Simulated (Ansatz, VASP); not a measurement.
# Cross-check of SnO (Romarchite) between VASP and Ansatz

Wanted: the spread between two codes on one cell, functional and k mesh. The structure shown is the start of the Ansatz relaxation below; VASP solves that cell, so the two are compared at the walk's first step.

Calculated with Ansatz 0.2.0; plane waves, with VASP 6.6.1 beside it; single point at PBE with D3(BJ).

## 1. Starting point

It takes space group P4/nmm (No. 129, tetragonal). The conventional cell has a = 3.755 Å, b = 3.755 Å, c = 4.473 Å, α = 90.00°, β = 90.00°, γ = 90.00°. O has 4 Sn at 2.20 Å nearest. Nearest to Sn lie 4 O at 2.20 Å. Farther neighbours and most contacts between anions are not listed.

## 2. Ansatz: relaxation, PBE with D3(BJ)

Ansatz runs on its PAW soft_1 files.

The two programs are compared at the cell with which this relaxation starts, whose forces are those of its first step.

The input, input.yaml:

```yaml
crystal:
  lattice:
    - [3.7548699826, 0.0, 0.0]
    - [0.0, 3.7548699826, 0.0]
    - [0.0, 0.0, 4.4726730394]
  atoms:
    - { symbol: O, position: [0.0, 0.0, 0.0] }
    - { symbol: O, position: [0.5, 0.5, 0.0] }
    - { symbol: Sn, position: [0.5, 0.0, 0.2578996755] }
    - { symbol: Sn, position: [0.0, 0.5, 0.7421003245] }
kpoints:
  mp_grid: { grid: [12, 12, 10] }
hamiltonian:
  xc: pbe
  dispersion: d3bj
  pseudopotentials: { kind: paw, azcp: { folder: soft_1 } }
scf:
  occupations: { method: methfessel_paxton, width: 0.2 }
output:
  forces: true
  stress: true
  eigenvalues: true
relax:
  adjacent_minimum: "off"
  f_tol: 0.001
  max_steps: 60
  cell: { stress_tol: 0.01, fix: [volume] }
```

On the command line:

```console
$ ansatz run input.yaml --threads 8 --pin off --max-ram 16384MiB --backend cpu --events-out ev --progress --plain --runs-dir out
```

Numbers of over 12 decimals in the logs are rounded to 6 here.

Log:

```text
Engine: ansatz 0.2.0, aarch64-unknown-linux-gnu
Pseudopotentials: kind: paw
Pseudopotential: O, paw, valence charge 6, recommended cutoff 420 eV (normal), soft_1/O.paw.azcp
Pseudopotential: Sn, paw, valence charge 14, recommended cutoff 420 eV (normal), soft_1/Sn.paw.azcp
Functional definition: PBE
  parameter kappa = 0.804
  parameter beta = 0.066725
  exchange = pbe_x(kappa = kappa, mu = beta*pi^2/3)
  correlation = pbe_c(beta = beta)
Crystal: 4 atoms, lattice volume = 63.060 Å³
Basis set: ecut = 420 eV, 1223 PW (Γ), exchange–correlation on 54×54×60 points (8 copies of the dense FFT grid, shifted against one another)
Bands: 24, of which v1, the nominal top of the filled ones, is band 20 counted from 1 (19 counted from 0)
Symmetry: 16 space group operations
Space group: P4/nmm (ITA 129), of the structure as read, at distance tolerance 4.0e-5 Å
k-points: 168 of 1440
Non-local potential: O, projectors of the file, l = 0: 2, l = 1: 2, l = 2: 1
Non-local potential: Sn, projectors of the file, l = 0: 2, l = 1: 2, l = 2: 2, l = 3: 1
PAW form: soft (Blöchl's): semilocal exchange-correlation on the pseudo side does not see the compensation charge
PAW one-centre angular grid: O, 110 points (default); XC on 64 Gauss nodes
PAW one-centre angular grid: Sn, 590 points (default); XC on 64 Gauss nodes
Initial density: superposition of atomic densities (chi_scale 0.1, normalization cell, long waves kept (reshape's long-wave potential 0.10 eV rms))
Initial wavefunctions: pseudopotential atomic-orbital guess
Functional: x = pbe(κ = 0.804, μ = 0.219515), c = pbe(β = 0.066725)
SCF iter   1: F=—  HF=-13184.876365 eV  |F-HF|=—  |Δ(HF+E_count)|=         —  Δρ=4.92e-2  dr2=1.99e0  ethr=3.10e-3  ⟨swp⟩=5.3  Hψ=17912  notcnv=0
preconditioner: auto → Kerker (q_TF=auto, 2.529 Å⁻¹)  [metal: Δε(μ)=0.059 eV  Ē_g=18.703 eV  σ=0.200 eV  W_gap=0.24  n_scr=18 (ndim 8)  ℏωp=29.6 eV  f_vac=0.000  D(μ)=0.35/eV (n_scr^D=0)]
SCF iter   2: F=—  HF=-13184.556059 eV  |F-HF|=—  |Δ(HF+E_count)|=   3.20e-1  S|Δr|=    0.00e0  Δρ=2.73e-2  dr2=7.56e-1  ethr=3.10e-3  ⟨swp⟩=3.0  Hψ=9090  notcnv=0
SCF iter   3: F=—  HF=-13184.404274 eV  |F-HF|=—  |Δ(HF+E_count)|=   1.52e-1  S|Δr|=    0.00e0  Δρ=1.41e-2  dr2=1.64e-1  ethr=1.89e-3  ⟨swp⟩=2.5  Hψ=7855  notcnv=0
SCF iter   4: F=—  HF=-13184.380899 eV  |F-HF|=—  |Δ(HF+E_count)|=   2.34e-2  S|Δr|=    0.00e0  Δρ=5.28e-3  dr2=2.11e-2  ethr=4.09e-4  ⟨swp⟩=2.5  Hψ=6954  notcnv=0
SCF iter   5: F=—  HF=-13184.379047 eV  |F-HF|=—  |Δ(HF+E_count)|=   1.85e-3  S|Δr|=    0.00e0  Δρ=1.59e-3  dr2=2.67e-3  ethr=5.28e-5  ⟨swp⟩=2.6  Hψ=7127  notcnv=0
SCF iter   6: F=—  HF=-13184.379331 eV  |F-HF|=—  |Δ(HF+E_count)|=   2.85e-4  S|Δr|=    0.00e0  Δρ=6.69e-4  dr2=3.80e-4  ethr=6.69e-6  ⟨swp⟩=3.0  Hψ=7399  notcnv=0
SCF iter   7: F=—  HF=-13184.379431 eV  |F-HF|=—  |Δ(HF+E_count)|=   9.94e-5  S|Δr|=    0.00e0  Δρ=1.87e-4  dr2=2.86e-5  ethr=9.50e-7  ⟨swp⟩=3.0  Hψ=7775  notcnv=0
SCF iter   8: F=—  HF=-13184.379427 eV  |F-HF|=—  |Δ(HF+E_count)|=   3.81e-6  S|Δr|=    0.00e0  Δρ=7.10e-5  dr2=2.82e-6  ethr=7.16e-8  ⟨swp⟩=2.1  Hψ=5694  notcnv=0
SCF iter   9: F=—  HF=-13184.379428 eV  |F-HF|=—  |Δ(HF+E_count)|=   8.72e-7  S|Δr|=    0.00e0  Δρ=2.78e-5  dr2=3.84e-7  ethr=7.05e-9  ⟨swp⟩=2.0  Hψ=7331  notcnv=0
SCF iter  10: F=-13184.379428 eV  HF=-13184.379428 eV  |F-HF|=5.87e-9  |Δ(HF+E_count)|=   1.00e-8  S|Δr|=    0.00e0  Δρ=4.66e-6  dr2=1.05e-8  ethr=2.50e-10  ⟨swp⟩=6.0  Hψ=19107  notcnv=0
SCF 1 converged in 10 iterations: F = -13184.379428 eV  dr2 = 1.05e-8
  greatest PAW one-centre occupation: 0.994 electrons in one spin orbital (limit 2), on the Sn atom at site 3 (counted from 0), in its partial waves of l = 2
relax step   1: F+E_penalty+E_count = -13184.37942793 eV  Δ(F+E_penalty+E_count) = +0.000e0 eV  max|allowed force component| = 3.101e-1 eV/Å  Δτ_max = 0.0000 Å  P = +6.214 GPa  Ω = 63.060 Å³  fix = [volume]  reactions: volume +6.214 GPa  (10 SCF iters, dr2 threshold 1.00e-7 eV, accepted)
[...]
relax step   5: F+E_penalty+E_count = -13184.38484429 eV  Δ(F+E_penalty+E_count) = -3.839e-5 eV  max|allowed force component| = 1.178e-4 eV/Å  Δτ_max = 0.0000 Å  P = +4.973 GPa  Ω = 63.060 Å³  fix = [volume]  reactions: volume +4.973 GPa  stress off target by 1.58e-2 GPa on what of the cell is left free  SCF on the basis re-selected at this cell (its energy is not comparable with the rows above)  (7 SCF iters)
[...]
relax step   6: F+E_penalty+E_count = -13184.38484510 eV  Δ(F+E_penalty+E_count) = -8.107e-7 eV  max|allowed force component| = 1.928e-4 eV/Å  Δτ_max = 0.0000 Å  P = +4.970 GPa  Ω = 63.060 Å³  energy of the carried Pulay correction = -7.206e-8 eV  fix = [volume]  reactions: volume +4.970 GPa  (5 SCF iters, dr2 threshold 6.25e-10 eV, accepted)
[...]
relax step   7: F+E_penalty+E_count = -13184.38484629 eV  Δ(F+E_penalty+E_count) = -1.189e-6 eV  max|allowed force component| = 1.948e-4 eV/Å  Δτ_max = 0.0000 Å  P = +4.970 GPa  Ω = 63.060 Å³  fix = [volume]  reactions: volume +4.970 GPa  stress off target by 2.89e-3 GPa on what of the cell is left free  SCF on the basis re-selected at this cell (its energy is not comparable with the rows above)  (6 SCF iters)
basis re-selected at this cell: Δ(F+E_penalty+E_count) = -1.189e-6 eV, ΔP = +0.000 GPa vs the last step (what re-selecting the basis moved, of the pressure what is left beyond the Pulay correction that the steps carried, after the strain that the cell walked since its last selection, with what the two solves' SCF thresholds leave and, on support functions, any second-order correction that the steps lacked; it is no m [...]
SCF converged after 6 iterations
Stability not checked: this state was not tested for a lower state beside it, because cold or Methfessel-Paxton smearing, or corrected tetrahedra, fill the levels in a way that the test cannot read (fill_not_monotonic; see scf.lower_state_search)
Free energy (F): -13184.384846 eV
Harris-Foulkes:  -13184.384846 eV  (|F-HF|=0.00e0)
Internal energy: -13184.383077 eV  (E = F + TS)
E sigma→0 (E₀):  -13184.384404 eV
Entropy (-TS):   -0.001769 eV (-0.442 meV/atom)
Fermi energy:    11.596604 eV
--- Per-component energies (eV) ---
  E_band       = -125.185403
  E_kinetic    = 675.663208
  E_local      = -2608.182909  (includes V_loc(G=0)·N_el)
  E_nonlocal   = 395.495668
  E_hartree    = 1245.059683
  E_xc         = -395.815298
  E_vxc        = -344.438430  (∫ρ·V_xc dr)
  E_paw        = -9064.721392  (= ΣΔE_a)
  E_vpaw       = -733.844387  (= ΣTr[D̂ρ^β])
  E_aug_tail   = 0.002057  (compensation charges beyond the density's cutoff)
  E_ewald      = -3430.837865
  E_disp       = -1.046230  (pairwise vdW)
  E_smearing   = -0.001769  (= −TS)
  E_closure    = 0.000000  (closes the sum)
  Σ components = -13184.384846   (vs F -13184.384846, Δ=0.00e0)
--- Forces (eV/Å), atoms counted from 1 ---
  atom   1  O      0.00000000     0.00000000    -0.00000000
  atom   2  O      0.00000000     0.00000000     0.00000000
  atom   3  Sn     0.00000000     0.00000000     0.00019485
  atom   4  Sn     0.00000000     0.00000000    -0.00019485
  max |Σ_I F_I| component: 0.00e0 eV/Å
--- Stress (GPa, compression-positive) ---
        4.970981       0.000000       0.000000
        0.000000       4.970981       0.000000
        0.000000       0.000000       4.966654
  P = ⅓ Tr σ = 4.9695 GPa (49.695 kbar)
--- Band table (eV; the first three rows and the last of 168) ---
  k-point 0: bands = [... 16 lower, 8.0185, 8.3941, 8.3941, 11.7008, 14.3372, 15.7840, 15.7840, 17.2646]
  k-point 1: bands = [... 16 lower, 8.0051, 8.3929, 8.3929, 11.6794, 14.1185, 15.4731, 15.4731, 17.1007]
  k-point 2: bands = [... 16 lower, 7.9705, 8.3893, 8.3893, 11.5447, 13.6878, 14.8902, 14.8902, 16.5205]
  k-point 167: bands = [... 16 lower, 8.3799, 8.3799, 9.0606, 9.0606, 13.7154, 13.7154, 16.5974, 16.5974]
--- Relaxed structure (5 steps of the walk, 5 accepted, 2 SCFs on fresh bases) ---
  F+E_penalty+E_count = -13184.38484629 eV   max|allowed force component| = 1.948e-4 eV/Å   (the final SCF, on the basis selected at the relaxed cell)
  cell:  # Å, volume = 63.0604 Å³
    - [3.764088, 0, 0.0]
    - [0, 3.764088, 0.0]
    - [0.0, 0.0, 4.450793]
  atoms:
    - { symbol: O, position: [0, 0, -1.9392469119646572e-19] }
    - { symbol: O, position: [0.5, 0.5, -1.9392469119646606e-19] }
    - { symbol: Sn, position: [0.5, 0, 0.261653] }
    - { symbol: Sn, position: [0, 0.5, 0.738347] }
```

## 3. VASP: single point, PBE with D3(BJ), start cell, pair 1

The same cell, functional, mesh and smearing now go to VASP, with its own data sets.

Lines of VASP's logs that name or quote its potential files are left out, and so is its time.

The input, INCAR:

```
SYSTEM = SnO
PREC = Accurate
ENCUT = 520
EDIFF = 1E-06
NELM = 120
ISMEAR = 1
SIGMA = 0.2
LREAL = .FALSE.
ALGO = Normal
GGA = PE
IVDW = 12
NBANDS = 26
LORBIT = 11
LWAVE = .FALSE.
LCHARG = .FALSE.
ISIF = 2
LASPH = .TRUE.
GGA_COMPAT = .FALSE.
KPAR = 2
```

The input, POSCAR:

```
SnO
1.0
    3.7548700000      0.0000000000      0.0000000000
    0.0000000000      3.7548700000      0.0000000000
    0.0000000000      0.0000000000      4.4726730000
O Sn
2 2
Direct
    0.0000000000      0.0000000000      0.0000000000
    0.5000000000      0.5000000000      0.0000000000
    0.5000000000      0.0000000000      0.2578996944
    0.0000000000      0.5000000000      0.7421003056
```

The input, KPOINTS:

```
Automatic mesh
0
Gamma
12 12 10
0 0 0
```

The projector-augmented-wave data sets are O and Sn_d (PBE family, release 64).

On the command line:

```console
$ mpirun -np 2 vasp_std
```

Log:

```text
[banner, memory and clock lines left out]
running    2 mpi-ranks, on    1 nodes
 distrk:  each k-point on    1 cores,    2 groups
 distr:  one band on    1 cores,    1 groups

 POSCAR found type information on POSCAR O Sn
 POSCAR found :  2 types and       4 ions
 LDA part: xc-table for (Slater+PW92), standard interpolation
 POSCAR, INCAR and KPOINTS ok, starting setup
 FFT: planning ... GRIDC
 FFT: planning ... GRID_SOFT
 FFT: planning ... GRID
 WAVECAR not read
 entering main loop
       N       E                     dE             d eps       ncg     rms          rms(c)
DAV:   1     0.406331188740E+03    0.40633E+03   -0.20397E+04  8910   0.246E+03
DAV:   2     0.322596823377E+02   -0.37407E+03   -0.36348E+03  9216   0.550E+02
DAV:   3    -0.235099175421E+02   -0.55770E+02   -0.54811E+02 10048   0.187E+02
DAV:   4    -0.259738809821E+02   -0.24640E+01   -0.24474E+01 10474   0.413E+01
DAV:   5    -0.260265830595E+02   -0.52702E-01   -0.52591E-01 10514   0.649E+00    0.116E+01
DAV:   6    -0.224691480195E+02    0.35574E+01   -0.17204E+01 14478   0.476E+01    0.480E+00
DAV:   7    -0.224912892307E+02   -0.22141E-01   -0.19536E+00 10050   0.897E+00    0.249E+00
DAV:   8    -0.224836549775E+02    0.76343E-02   -0.32889E-01 12906   0.430E+00    0.851E-01
DAV:   9    -0.224724885213E+02    0.11166E-01   -0.71707E-02 13870   0.301E+00    0.232E-01
DAV:  10    -0.224736554912E+02   -0.11670E-02   -0.95822E-03 12928   0.977E-01    0.148E-01
DAV:  11    -0.224732427168E+02    0.41277E-03   -0.23619E-03 13452   0.510E-01    0.207E-02
DAV:  12    -0.224732878213E+02   -0.45105E-04   -0.38807E-04  9244   0.117E-01    0.358E-02
DAV:  13    -0.224732755705E+02    0.12251E-04   -0.44050E-05 12644   0.722E-02    0.601E-03
DAV:  14    -0.224732751998E+02    0.37070E-06   -0.67990E-06 10266   0.156E-02
   1 F= -.23518844E+02 E0= -.23518216E+02  d E =-.188468E-02
```

Parts of OUTCAR (step 3):

```text
ion  position               nearest neighbor table
   1  0.000  0.000  0.000-   3 2.20   4 2.20   4 2.20   3 2.20
   2  0.500  0.500  0.000-   3 2.20   4 2.20   3 2.20   4 2.20
   3  0.500  0.000  0.258-   1 2.20   2 2.20   2 2.20   1 2.20   4 3.43   4 3.43   4 3.43   4 3.43
                             4 3.52   4 3.52   4 3.52   4 3.52
   4  0.000  0.500  0.742-   1 2.20   2 2.20   1 2.20   2 2.20   3 3.43   3 3.43   3 3.43   3 3.43
                             3 3.52   3 3.52   3 3.52   3 3.52

  LATTYP: Found a simple tetragonal cell.
 ALAT       =     3.7548700000
 C/A-ratio  =     1.1911658726

 Subroutine GETGRP returns: Found 16 space group operations
 (whereof  8 operations were pure point group operations)

The static configuration has the point symmetry D_2d.
 The point group associated with its full space group is D_4h.

 Found    168 irreducible k-points:

   k-points           NKPTS =    168   k-points in BZ     NKDIM =    168   number of bands    NBANDS=     26

   dimension x,y,z NGX =    28 NGY =   28 NGZ =   36
   dimension x,y,z NGXF=    56 NGYF=   56 NGZF=   72

   ENCUT  =  520.0 eV  38.22 Ry    6.18 a.u.   6.98  6.98  8.32*2*pi/ulx,y,z

   NELECT =      40.0000    total number of electrons

 k-points in reciprocal lattice and weights: Automatic mesh
   0.00000000  0.00000000  0.00000000       0.001
   0.08333333  0.00000000  0.00000000       0.003
   0.16666667  0.00000000  0.00000000       0.003
   0.25000000  0.00000000  0.00000000       0.003
   0.33333333  0.00000000  0.00000000       0.003
   0.41666667  0.00000000  0.00000000       0.003
   0.50000000  0.00000000  0.00000000       0.001
   0.08333333  0.08333333  0.00000000       0.003
   0.16666667  0.08333333  0.00000000       0.006
[...]
0.50000000  0.41666667  0.50000000       0.003
   0.50000000  0.50000000  0.50000000       0.001

 average (electrostatic) potential at core
       1 -67.7452       2 -67.7452       3 -98.7651       4 -98.7651

 E-fermi :   8.4943

 k-point     1 :       0.0000    0.0000    0.0000
  band No.  band energies     occupation
    ...
     15       1.8664      2.00000
     16       1.8664      2.00000
     17       4.8032      2.00000
     18       5.1530      2.00000
     19       5.1530      2.00000
     20       8.5667      0.42993
     21      11.1175     -0.00000
     22      12.7581      0.00000
     23      12.7581      0.00000
     24      13.9575      0.00000
    ...

 k-point     2 :       0.0833    0.0000    0.0000
  band No.  band energies     occupation
    ...
     15       1.9154      2.00000
     16       1.9287      2.00000
     17       4.6995      2.00000
     18       5.0709      2.00000
     19       5.0868      2.00000
     20       8.5737      0.38348
     21      11.3253     -0.00000
     22      12.1556     -0.00000
     23      12.8069      0.00000
     24      14.1740      0.00000
    ...

 k-point     3 :       0.1667    0.0000    0.0000
  band No.  band energies     occupation
    ...
     16       2.0895      2.00000
     17       4.4183      2.00000
     18       4.8956      2.00000
     19       4.8958      2.00000
     20       8.4403      1.43903
     21      11.4354     -0.00000
     22      11.8475     -0.00000
     23      12.9522      0.00000
     24      14.3617      0.00000
     25      14.4546      0.00000
    ...

 Edisp (eV)   -1.04557

  Total       2.62074     2.62074     2.52373     0.00000     0.00000     0.00000
  in kB      66.58520    66.58520    64.12053     0.00000     0.00000     0.00000
  external pressure =       65.76 kB  Pullay stress =        0.00 kB

  energy-cutoff  :      520.00
  volume of cell :       63.06
      direct lattice vectors                 reciprocal lattice vectors
     3.754870000  0.000000000  0.000000000     0.266320805  0.000000000  0.000000000
     0.000000000  3.754870000  0.000000000     0.000000000  0.266320805  0.000000000
     0.000000000  0.000000000  4.472673000     0.000000000  0.000000000  0.223579949

 POSITION                                       TOTAL-FORCE (eV/Angst)
 -----------------------------------------------------------------------------------
      0.00000      0.00000      0.00000        -0.000000      0.000000     -0.000000
      1.87743      1.87743      0.00000        -0.000000     -0.000000     -0.000000
      1.87743      0.00000      1.15350         0.000000      0.000000      0.408316
      0.00000      1.87743      3.31917        -0.000000      0.000000     -0.408316
 -----------------------------------------------------------------------------------
    total drift:                                0.000000      0.000000      0.000000

  FREE ENERGIE OF THE ION-ELECTRON SYSTEM (eV)
  ---------------------------------------------------
  free  energy   TOTEN  =       -23.5188443768 eV

  energy  without entropy=      -23.5169596975  energy(sigma->0) =      -23.51821615

 total charge
# of ion       s       p       d       tot
------------------------------------------
    1        1.578   3.456   0.000   5.034
    2        1.578   3.456   0.000   5.034
    3        1.231   0.849  10.098  12.179
    4        1.231   0.849  10.098  12.179
--------------------------------------------------
tot          5.619   8.610  20.196  34.425

[... 3 further parts left out ...]
```

The run ends at a pressure of 6.58 GPa, with forces up to 0.41 eV/Å.

## 4. Side by side

Known differences besides the potentials themselves: the cutoff is 420 eV in Ansatz and 520 eV in VASP. Total energies have different zeros and are not compared.

Forces (eV/Å; atoms numbered as in POSCAR):

```csv
atom,"Ansatz x, y, z","VASP x, y, z"
O1,"0.000, 0.000, 0.000","0.000, 0.000, 0.000"
O2,"0.000, 0.000, 0.000","0.000, 0.000, 0.000"
Sn3,"0.000, 0.000, 0.310","0.000, 0.000, 0.408"
Sn4,"0.000, 0.000, -0.310","0.000, 0.000, -0.408"
```

The forces differ by 40 meV/Å r.m.s., which is 24.1 % of the r.m.s. force of 0.167 eV/Å (both taken over all components).

## 5. Other set-ups

Further runs change the set-up of one program: Ansatz's method, potentials or start, or VASP's data sets, cutoff or form of LDA. The table gives that difference for each run.

```csv
run,r.m.s. force difference (meV/Å)
as above,40
VASP with a cutoff of 600 eV (perhaps on Ansatz's relaxed cell),38
```

## 6. Ansatz: relaxation, PBE with D3(BJ)

The two programs are compared at the cell with which this relaxation starts, whose forces are those of its first step. The cell compared in this pair holds 64.46 Å³, against 63.06 Å³ for the pair before.

The structure compared here is the start of the Ansatz relaxation; VASP solves that cell, so the two are compared at the walk's first step.

input.yaml, the sections that differ from step 2:

```yaml
crystal:
  lattice:
    - [3.7718648842, 0.0, 0.0]
    - [0.0, 3.7718648842, 0.0]
    - [0.0, 0.0, 4.5309578549]
  atoms:
    - { symbol: O, position: [0.0, 0.0, 0.0] }
    - { symbol: O, position: [0.5, 0.5, 0.0] }
    - { symbol: Sn, position: [0.5, 0.0, 0.2541624796] }
    - { symbol: Sn, position: [0.0, 0.5, 0.7458375204] }
# kpoints, hamiltonian, scf, output, relax: as in step 2
```

On the command line:

```console
$ ansatz run input.yaml --threads 8 --pin off --max-ram 16384MiB --backend cpu --events-out ev --progress --plain --runs-dir out
```

Log:

```text
[...]
Crystal: 4 atoms, lattice volume = 64.462 Å³
Basis set: ecut = 420 eV, 1239 PW (Γ), exchange–correlation on 54×54×64 points (8 copies of the dense FFT grid, shifted against one another)
Bands: 24, of which v1, the nominal top of the filled ones, is band 20 counted from 1 (19 counted from 0)
Symmetry: 16 space group operations
[...]
k-points: 168 of 1440
[...]
--- Relaxed structure (5 steps of the walk, 5 accepted, 2 SCFs on fresh bases) ---
[...]
cell:  # Å, volume = 64.4618 Å³
    - [3.782480, 0, 0.0]
    - [0, 3.782480, 0.0]
    - [0.0, 0.0, 4.505562]
  atoms:
    - { symbol: O, position: [0, 0, -1.9143010501640318e-19] }
    - { symbol: O, position: [0.5, 0.5, -1.9143010501640306e-19] }
    - { symbol: Sn, position: [0.5, 0, 0.257900] }
    - { symbol: Sn, position: [0, 0.5, 0.742100] }
[key lines of the parts left out:]
SCF converged after 6 iterations
Free energy (F): -13184.422453 eV
Fermi energy:    11.250661 eV
P = ⅓ Tr σ = 3.6654 GPa (36.654 kbar)
```

[end of part 1 of 2]

[Lines on the potential files, build, host, timing and source positions are cut from VASP's logs without a mark.]

[Logs are printed without paths, hosts, clocks, repeated set-up lines and the standing remarks that a program may print on its own settings, such as how far it seeks lower states.]

[Hosts, paths, dates, database ids (printed as entryN), source tags and the programs' standing remarks are cut or masked in the printed files.]

[Rows of further runs with another cutoff or data set may stand on the cell that Ansatz relaxed, not on the start cell of the pair above them.]
